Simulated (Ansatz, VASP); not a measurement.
# Cross-check of CdIr between VASP and Ansatz, part 2 of 2

Wanted: the spread between two codes on one cell, functional and k mesh. The cell is generated by rule, not measured, and may not be a known phase. The cell is taken from a series of VASP runs on this material, whose earlier steps may have relaxed, scaled or displaced it; both programs get it as it stands.

VASP 6.6.1 and Ansatz 0.2.0.

So far. Step 3 (VASP: band structure, PBE): The run ends at a pressure of 0.02 GPa.

### 5. VASP: single point, PBE

Level of this step: PBE; plane waves and PAW (Cd, Ir); invented cell (VASP).

A single point gives forces, pressure and levels at one fixed geometry, so differences don't come from the geometry; what else differs is listed under the comparison.

The input, INCAR:

```
SYSTEM = CdIr
PREC = Accurate
ENCUT = 400
EDIFF = 1E-06
NELM = 100
ISMEAR = -5
SIGMA = 0.05
LREAL = .FALSE.
ALGO = Normal
GGA = PE
LORBIT = 11
LWAVE = .FALSE.
LCHARG = .FALSE.
NEDOS = 2001
```

The input, POSCAR:

```
CdIr
1.0
    2.7524949481      0.0000000008      0.0000000000
   -1.3762474775      2.3837305513      0.0000000000
    0.0000000000      0.0000000000      5.5618264489
Cd Ir
1 1
Direct
    0.0000000000      0.0000000000      0.0000000000
    0.0000000000      0.0000000000      0.5000000000
```

The input, KPOINTS:

```
Automatic mesh
0
Gamma
14 14 6
0 0 0
```

The projector-augmented-wave data sets are Cd and Ir (PBE family, release 64).

Run with:

```bash
mpirun -np 1 vasp_std
```

Numbers of over 12 decimals in the logs are rounded to 6 here.

The program printed:

```text
[... set-up lines as in an earlier step ...]
 entering main loop
       N       E                     dE             d eps       ncg     rms          rms(c)
DAV:   1     0.138857615856E+03    0.13886E+03   -0.93445E+03  2728   0.119E+03
DAV:   2    -0.459025815454E+01   -0.14345E+03   -0.13800E+03  2760   0.354E+02
DAV:   3    -0.907920309372E+01   -0.44889E+01   -0.44062E+01  3228   0.689E+01
DAV:   4    -0.910965120572E+01   -0.30448E-01   -0.30316E-01  2874   0.526E+00
[...]
DAV:  11    -0.848881206699E+01   -0.40277E-04   -0.94372E-05  3192   0.107E-01    0.922E-03
DAV:  12    -0.848880397856E+01    0.80884E-05   -0.27060E-06  2680   0.206E-02    0.358E-03
DAV:  13    -0.848880414876E+01   -0.17020E-06   -0.16223E-07  1470   0.506E-03
   1 F= -.84888041E+01 E0= -.84888041E+01  d E =0.000000E+00
 -----------------------------------------------------------------------------
|                                                                             |
|           W    W    AA    RRRRR   N    N  II  N    N   GGGG   !!!           |
|           W    W   A  A   R    R  NN   N  II  NN   N  G    G  !!!           |
|           W    W  A    A  R    R  N N  N  II  N N  N  G       !!!           |
|           W WW W  AAAAAA  RRRRR   N  N N  II  N  N N  G  GGG   !            |
|           WW  WW  A    A  R   R   N   NN  II  N   NN  G    G                |
|           W    W  A    A  R    R  N    N  II  N    N   GGGG   !!!           |
|                                                                             |
|     Tetrahedron method does not include variations of the Fermi             |
|     occupations, so forces and stress will be inaccurate. We suggest        |
|     using a different smearing scheme ISMEAR = 1 or 2 for metals in         |
|     relaxations.                                                            |
|                                                                             |
 -----------------------------------------------------------------------------
```

From OUTCAR (step 5):

```text
  Total        0.2476297      0.2476297     -0.3518024     -0.0000000      0.0000000      0.0000000
  in kB       10.8720680     10.8720680    -15.4457249     -0.0000000      0.0000000      0.0000000
  external PRESSURE =       2.0994703 kB  Pullay stress =       0.0000000 kB

 POSITION                                       TOTAL-FORCE (eV/Angst)
 -----------------------------------------------------------------------------------
      0.00000      0.00000      0.00000         0.000000      0.000000      0.000000
      0.00000      0.00000      2.78091        -0.000000      0.000000      0.000000
 -----------------------------------------------------------------------------------
    total drift:                                0.000000      0.000000      0.000000

  FREE ENERGIE OF THE ION-ELECTRON SYSTEM (eV)
  ---------------------------------------------------
  free  energy   TOTEN  =        -8.4888041488 eV

  energy  without entropy=       -8.4888041488  energy(sigma->0) =       -8.48880415

[... 1 part as in an earlier step ...]

[... 2 further parts left out ...]
[key lines of the parts left out:]
E-fermi :   5.0253
```

With tetrahedra the forces and stress of a metal are not exact derivatives of the energy.

### 6. Ansatz: single point, PBE

The same cell, functional, mesh and smearing now go to Ansatz, which takes its cutoff from its data sets.

The cell is taken from a series of VASP runs on this material, whose earlier steps may have relaxed, scaled or displaced it; both programs get it as it stands.

The input, input.yaml:

```yaml
crystal:
  lattice:
    - [2.7524949481, 8.0e-10, 0.0]
    - [-1.3762474775, 2.3837305513, 0.0]
    - [0.0, 0.0, 5.5618264489]
  atoms:
    - { symbol: Cd, position: [0.0, 0.0, 0.0] }
    - { symbol: Ir, position: [0.0, 0.0, 0.5] }
hamiltonian:
  xc: pbe
  pseudopotentials: { kind: paw }
kpoints:
  mp_grid: { grid: [14, 14, 6] }
scf:
  occupations: { method: tetrahedron }
output:
  forces: true
  stress: true
```

Run with:

```bash
ansatz run input.yaml --threads 2 --pin off --max-ram 4608MiB --backend cpu --events-out ev --progress --plain --runs-dir out
```

The program printed:

```text
Warning: output.forces, output.stress, relax.cell or npt_langevin: where a Kohn–Sham band that disperses or a degenerate level is filled in part under the method tetrahedron, the forces or the stress that this run publishes need not agree with its energy (scf.occupations.method in the input reference, under Limitations); prefer a smearing scheme for the forces or the stress
[...]
--- Band table (eV; the first three rows and the last of 96) ---
  k-point 0: bands = [... 15 lower, 15.6751, 15.7618, 15.7618, 18.3639, 18.3639, 18.7035, 29.4322, 32.8385]
  k-point 1: bands = [... 15 lower, 15.0363, 15.7611, 15.7611, 18.3491, 18.3491, 19.6901, 28.3981, 32.9433]
  k-point 2: bands = [... 15 lower, 14.2420, 15.7596, 15.7596, 18.3196, 18.3196, 21.5905, 26.3057, 33.2501]
  k-point 95: bands = [... 15 lower, 15.6100, 15.8309, 16.2759, 20.4451, 20.8839, 22.8880, 23.2094, 24.8242]
[key lines of the parts left out:]
SCF converged after 7 iterations
Free energy (F): -20188.670617 eV
Fermi energy:    17.950014 eV
P = ⅓ Tr σ = -0.0007 GPa (-0.007 kbar)
```

Run time: 1.1 s. Hardware: 2 threads of Intel Xeon 6975P-C (Granite Rapids), shared host; peak memory 0.4 GiB; 1.8 s of CPU time.

The run ends at a pressure of 0.00 GPa.

### 7. Differences

Both answers:

```tsv
quantity	Ansatz	VASP	difference
pressure (GPa)	0.00	0.21	-0.21
pressure without Ansatz's Pulay correction (GPa)	-0.07	0.21	-0.28
```

Ansatz's pressure holds a Pulay correction of 0.07 GPa; VASP's holds none.

### 8. Ansatz: band structure, PBE, spin-orbit coupling

A single point gives forces, pressure and levels at one fixed geometry, so differences don't come from the geometry; what else differs is listed under the comparison.

The cell is taken from a series of VASP runs on this material, whose earlier steps may have relaxed, scaled or displaced it; both programs get it as it stands.

The input, input.yaml:

```yaml
crystal:
  lattice:
    - [2.7524949481, 8.0e-10, 0.0]
    - [-1.3762474775, 2.3837305513, 0.0]
    - [0.0, 0.0, 5.5618264489]
  atoms:
    - { symbol: Cd, position: [0.0, 0.0, 0.0] }
    - { symbol: Ir, position: [0.0, 0.0, 0.5] }
hamiltonian:
  xc: pbe
  pseudopotentials: { kind: paw_fr }
magnetization:
  noncollinear: true
  spin_orbit: true
kpoints:
  mp_grid: { grid: [8, 8, 4] }
  band_path:
    path:
      - [0.0, 0.0, 0.0]
      - [0.13333, 0.0, 0.0]
      - [0.3, 0.0, 0.0]
      - [0.46667, 0.0, 0.0]
      - [0.46667, 0.06667, 0.0]
      - [0.41111, 0.17778, 0.0]
      - [0.35556, 0.28889, 0.0]
      - [0.28889, 0.28889, 0.0]
      - [0.17778, 0.17778, 0.0]
      - [0.06667, 0.06667, 0.0]
      - [0.0, 0.0, 0.03333]
      - [0.0, 0.0, 0.2]
      - [0.0, 0.0, 0.36667]
      - [0.0, 0.0, 0.5]
      - [0.16667, 0.0, 0.5]
      - [0.3, 0.0, 0.5]
      - [0.46667, 0.0, 0.5]
      - [0.46667, 0.06667, 0.5]
      - [0.41111, 0.17778, 0.5]
      - [0.35556, 0.28889, 0.5]
      - [0.28889, 0.28889, 0.5]
      - [0.17778, 0.17778, 0.5]
      - [0.06667, 0.06667, 0.5]
      - [0.5, 0.0, 0.46667]
      - [0.5, 0.0, 0.3]
      - [0.5, 0.0, 0.13333]
      - [0.33333, 0.33333, 0.0]
      - [0.33333, 0.33333, 0.16667]
      - [0.33333, 0.33333, 0.33333]
      - [0.33333, 0.33333, 0.5]
    npoints: 1
scf:
  occupations: { method: gaussian, width: 0.05 }
  n_extra_bands: 14
output:
  forces: true
  stress: true
  eigenvalues: true
  write_density: true
  write_potential: true
  elf: true
  volumetric_format: npy
```

The program printed:

```text
[...]
non-collinear run that drives no moment, with spin-orbit: no starting moment large enough to seed its density (crystal.atoms[].spin), no starting occupations that ask for one, no magnetisation constraint and no magnetic field, so the semilocal B_xc is pinned to zero
Crystal: 2 atoms, lattice volume = 36.492 Å³
[...]
k-point 1: bands = [... 33 lower, 15.2043, 16.2523, 16.2523, 18.0380, 18.0380, 18.6957, 18.6957, 20.6209, ... 10 higher]
  k-point 2: bands = [... 33 lower, 15.2023, 16.2507, 16.2507, 18.0447, 18.0447, 18.6656, 18.6656, 23.2122, ... 10 higher]
  k-point 29: bands = [... 33 lower, 16.2369, 16.4550, 16.4550, 20.1766, 20.1766, 20.3681, 20.3681, 23.2833, ... 10 higher]
[key lines of the parts left out:]
SCF converged after 9 iterations
Magnetization: |M| = 0.0000 μB,  M = (+0.0000, +0.0000, +0.0000) μB
Free energy (F): -20223.297859 eV
Fermi energy:    18.005638 eV
P = ⅓ Tr σ = 0.9153 GPa (9.153 kbar)
```

It took 5.3 s on 2 threads; peak memory 0.52 GiB; 9.9 s of CPU time.

### 9. VASP: band structure, PBE, spin-orbit coupling

The same cell, functional, mesh and smearing now go to VASP, with its own data sets and cutoff.

The input, INCAR:

```
SYSTEM = CdIr
PREC = Accurate
ENCUT = 400
EDIFF = 1E-06
NELM = 100
ISMEAR = 0
SIGMA = 0.05
LREAL = .FALSE.
ALGO = Normal
GGA = PE
LNONCOLLINEAR = .TRUE.
MAGMOM = 0 0 0 0 0 0
NBANDS = 32
GGA_COMPAT = .FALSE.
LASPH = .TRUE.
LSORBIT = .TRUE.
LMAXMIX = 4
LORBIT = 11
LWAVE = .FALSE.
LCHARG = .FALSE.
```

POSCAR is that of step 5.

The input, KPOINTS:

```
Automatic mesh
0
Gamma
8 8 4
0 0 0
```

The input, KPOINTS_OPT:

```
Line mode
16
Line-mode
Reciprocal
  0.00000000   0.00000000   0.00000000 GAMMA
  0.50000000   0.00000000   0.00000000 M

  0.50000000   0.00000000   0.00000000 M
  0.33333333   0.33333333   0.00000000 K

  0.33333333   0.33333333   0.00000000 K
  0.00000000   0.00000000   0.00000000 GAMMA

  0.00000000   0.00000000   0.00000000 GAMMA
  0.00000000   0.00000000   0.50000000 A

  0.00000000   0.00000000   0.50000000 A
  0.50000000   0.00000000   0.50000000 L

  0.50000000   0.00000000   0.50000000 L
  0.33333333   0.33333333   0.50000000 H

  0.33333333   0.33333333   0.50000000 H
  0.00000000   0.00000000   0.50000000 A

  0.50000000   0.00000000   0.50000000 L
  0.50000000   0.00000000   0.00000000 M

  0.33333333   0.33333333   0.00000000 K
  0.33333333   0.33333333   0.50000000 H
```

Run with:

```bash
mpirun -np 1 vasp_ncl
```

The program printed:

```text
[... set-up lines as in an earlier step ...]
 entering main loop
       N       E                     dE             d eps       ncg     rms          rms(c)
DAV:   1     0.159386561709E+03    0.15939E+03   -0.89601E+03  1984   0.108E+03
DAV:   2    -0.429932321868E+01   -0.16369E+03   -0.15260E+03  1928   0.339E+02
DAV:   3    -0.953781108944E+01   -0.52385E+01   -0.51699E+01  2376   0.711E+01
DAV:   4    -0.958888494780E+01   -0.51074E-01   -0.50995E-01  2184   0.659E+00
[...]
DAV:  12    -0.898802362758E+01    0.10767E-05   -0.31863E-05  2192   0.657E-02    0.706E-03
DAV:  13    -0.898802476662E+01   -0.11390E-05   -0.19140E-06  1960   0.116E-02    0.477E-03
DAV:  14    -0.898802514850E+01   -0.38189E-06   -0.31282E-07  1128   0.687E-03
   1 F= -.89880251E+01 E0= -.89872916E+01  d E =-.146709E-02  mag=    -0.0000     0.0000    -0.0000
 Start KPOINTS_OPT (optional k-point list driver)
k-point batch [1-30\144]
       N       E                     dE             ncg
DAV:   1     0.458959242763E+04   -0.12557E+05     1952
DAV:   2    -0.283950098873E+03   -0.48735E+04     1920
DAV:   3    -0.442998183903E+03   -0.15905E+03     2360
DAV:   4    -0.444598263390E+03   -0.16001E+01     2128
DAV:   5    -0.444638268576E+03   -0.40005E-01     2360
DAV:   6    -0.444639783632E+03   -0.15151E-02     2232
DAV:   7    -0.444639844450E+03   -0.60818E-04     2320
DAV:   8    -0.444639846932E+03   -0.24816E-05     1832
DAV:   9    -0.444639847108E+03   -0.17623E-06     1488
[...]
k-point batch [121-144\144]
       N       E                     dE             ncg
DAV:   1     0.857337463983E+04   -0.16870E+05     1552
DAV:   2     0.475959845244E+04   -0.38138E+04     1536
DAV:   3     0.462279238969E+04   -0.13681E+03     1856
DAV:   4     0.462120982113E+04   -0.15826E+01     1632
DAV:   5     0.462117362478E+04   -0.36196E-01     1808
DAV:   6     0.462117231133E+04   -0.13135E-02     1648
DAV:   7     0.462117225749E+04   -0.53830E-04     1776
DAV:   8     0.462117225513E+04   -0.23680E-05     1408
DAV:   9     0.462117225498E+04   -0.14914E-06     1080
```

OUTCAR, selected parts (step 9):

```text
  Total        0.5379501      0.5379501     -0.1991636     -0.0000000     -0.0000000      0.0000000
  in kB       23.6184512     23.6184512     -8.7441888     -0.0000000     -0.0000000      0.0000000
  external PRESSURE =      12.8309045 kB  Pullay stress =       0.0000000 kB

  FREE ENERGIE OF THE ION-ELECTRON SYSTEM (eV)
  ---------------------------------------------------
  free  energy   TOTEN  =        -8.9880251485 eV

  energy  without entropy=       -8.9865580582  energy(sigma->0) =       -8.98729160

 magnetization (x)
# of ion       s       p       d       tot
------------------------------------------
    1       -0.000   0.000   0.000   0.000
    2        0.000   0.000  -0.000  -0.000
--------------------------------------------------
tot          0.000   0.000  -0.000   0.000

 magnetization (y)
# of ion       s       p       d       tot
------------------------------------------
    1        0.000   0.000  -0.000  -0.000
    2       -0.000  -0.000   0.000  -0.000
--------------------------------------------------
tot         -0.000  -0.000   0.000  -0.000

 magnetization (z)
# of ion       s       p       d       tot
------------------------------------------
    1        0.000  -0.000  -0.000  -0.000
    2        0.000   0.000   0.000   0.000
--------------------------------------------------
tot          0.000  -0.000  -0.000  -0.000

[... 2 parts as in an earlier step ...]

[... 2 further parts left out ...]
[key lines of the parts left out:]
E-fermi :   5.0617
```

The run ends at a pressure of 1.28 GPa.

### 10. Comparison

What differs besides the data sets and the points named for the pairs above, as far as they apply: spin-orbit coupling enters by fully relativistic files in Ansatz and inside the spheres in VASP; the data sets hold 37 valence electrons in Ansatz (fully relativistic PAW (standard-fr) files) and 21 in VASP. Total energies have different zeros and are not compared.

Compared:

```tsv
quantity	Ansatz	VASP	difference
pressure (GPa)	0.92	1.28	-0.37
pressure without Ansatz's Pulay correction (GPa)	0.84	1.28	-0.44
```

Levels from 3 eV below to 2 eV above the Fermi level differ by 15 meV r.m.s. and 51 meV at most; each VASP level is matched to the nearest of Ansatz, which flatters the figure a little. Ansatz's pressure holds a Pulay correction of 0.07 GPa; VASP's holds none.

### 11. Summary of results

| Quantity | Value |
| --- | --- |
| r.m.s. difference of levels near the Fermi level (band structure, PBE) | 16 meV |
| difference in pressure (single point, PBE) | -0.21 GPa |
| r.m.s. difference of levels near the Fermi level (band structure, PBE, spin-orbit coupling) | 15 meV |

The difference in pressure is -0.21 GPa (single point, PBE), within the 1 GPa picked in this series as the mark of a large difference. Such differences can come from data sets, numerical settings and the points named under the comparisons, not from the functional's error against experiment.

[Lines on the potential files, build, host, timing and source positions are cut from VASP's logs without a mark.]

[Logs are printed without paths, hosts, clocks, repeated set-up lines and the standing remarks that a program may print on its own settings, such as how far it seeks lower states.]

[Hosts, paths, dates, database ids (printed as entryN), source tags and the programs' standing remarks are cut or masked in the printed files.]
